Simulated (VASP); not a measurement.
A run of VASP 6.6.1:

The input POSCAR:

```
RuRh
1.0
    2.7094150211      0.0000000000      0.0000000000
   -1.3547075106      2.3464222377      0.0000000000
    0.0000000000      0.0000000000      4.2983681000
Ru Rh
1 1
Direct
    0.0000000000      0.0000000000      0.5000000000
    0.6666666700      0.3333333300      0.0000000000
```

File INCAR.step1:

```
SYSTEM = RuRh
PREC = Accurate
ENCUT = 520
ISMEAR = 0
SIGMA = 0.1
LREAL = .FALSE.
LASPH = .TRUE.
NELM = 100
NBANDS = 22
GGA = PE
ALGO = Normal
EDIFF = 1E-4
LWAVE = .TRUE.
LCHARG = .FALSE.
```

File INCAR.step2:

```
SYSTEM = RuRh
PREC = Accurate
ENCUT = 520
EDIFF = 1E-6
ISMEAR = 0
SIGMA = 0.1
LREAL = .FALSE.
LASPH = .TRUE.
NELM = 100
ALGO = Normal
ISIF = 2
LWAVE = .FALSE.
LCHARG = .FALSE.
METAGGA = R2SCAN
LMIXTAU = .TRUE.
NBANDS = 22
ISTART = 1
```

Contents of KPOINTS:

```
regular mesh
0
G
  9 9 4
  0 0 0
```

Potentials or basis: VASP PAW PBE potentials, release 64 (Ru_pv, Rh_pv).

Command:

```sh
$ cat potpaw_PBE.64/Ru_pv/POTCAR potpaw_PBE.64/Rh_pv/POTCAR > POTCAR
$ cp INCAR.step1 INCAR
$ mpirun -np 1 vasp_std > vasp.out
$ cp INCAR.step2 INCAR
$ mpirun -np 1 vasp_std > vasp.out
```

Hardware: 1 thread of AMD EPYC 9R45 96-Core Processor (Zen 5), with other jobs on the host.

Problem. How long does it take, and how much memory?

Solution. It took 45 s on 1 thread of AMD EPYC 9R45 96-Core Processor (Zen 5), on a shared host, peak memory 0.12 GiB. Counts: scf iterations 12, k points 36.
